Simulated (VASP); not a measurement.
Input:

```
CELL_PARAMETERS angstrom
      0.00000     8.99951     8.99951
      8.99951     0.00000     8.99951
      8.99951     8.99951     0.00000
ATOMIC_POSITIONS crystal
  In 0.00000 0.00000 0.00000
  In 0.00000 0.00000 0.33333
  In 0.00000 0.00000 0.66667
  In 0.00000 0.33333 0.00000
  In 0.00000 0.33333 0.33333
  In 0.00000 0.33333 0.66667
  In 0.00000 0.66667 0.00000
  In 0.00000 0.66667 0.33333
  In 0.00000 0.66667 0.66667
  In 0.33333 0.00000 0.00000
  In 0.33333 0.00000 0.33333
  In 0.33333 0.00000 0.66667
  In 0.33333 0.33333 0.00000
  In 0.33333 0.33333 0.33333
  In 0.33333 0.33333 0.66667
  In 0.33333 0.66667 0.00000
  In 0.33333 0.66667 0.33333
  In 0.33333 0.66667 0.66667
  In 0.66667 0.00000 0.00000
  In 0.66667 0.00000 0.33333
  In 0.66667 0.00000 0.66667
  In 0.66667 0.33333 0.00000
  In 0.66667 0.33333 0.33333
  In 0.66667 0.33333 0.66667
  In 0.66667 0.66667 0.00000
  In 0.66667 0.66667 0.33333
  In 0.66667 0.66667 0.66667
  P  0.08333 0.08333 0.08333
  P  0.08333 0.08333 0.41667
  P  0.08333 0.08333 0.75000
  P  0.08333 0.41667 0.08333
  P  0.08333 0.41667 0.41667
  P  0.08333 0.41667 0.75000
  P  0.08333 0.75000 0.08333
  P  0.08333 0.75000 0.41667
  P  0.08333 0.75000 0.75000
  P  0.41667 0.08333 0.08333
  P  0.41667 0.08333 0.41667
  P  0.41667 0.08333 0.75000
  P  0.41667 0.41667 0.08333
  P  0.41667 0.41667 0.41667
  P  0.41667 0.41667 0.75000
  P  0.41667 0.75000 0.08333
  P  0.41667 0.75000 0.41667
  P  0.41667 0.75000 0.75000
  P  0.75000 0.08333 0.08333
  P  0.75000 0.08333 0.41667
  P  0.75000 0.08333 0.75000
  P  0.75000 0.41667 0.08333
  P  0.75000 0.41667 0.41667
  P  0.75000 0.41667 0.75000
  P  0.75000 0.75000 0.08333
  P  0.75000 0.75000 0.41667
  P  0.75000 0.75000 0.75000
```

Method: PBE GGA, VASP's PBE PAW potentials (set 64) (plane waves; VASP). Run with PREC = Normal, LREAL = Auto, EDIFF = 1E-5, 400 eV cut-off, 1×1×1 Γ-centred mesh, Gaussian smearing of 0.050 eV, potentials In P.

The supercell is sampled at Γ alone, which is coarse: total energies, pressure and levels can be off, energies of defects by several tenths of an eV.

Q: What does the run give for the energy per atom (σ→0)?

A: 
```yaml
energy per atom (σ→0): -3.983 eV/atom
```

The cell is a supercell, built from a database entry that may be metastable or hypothetical.
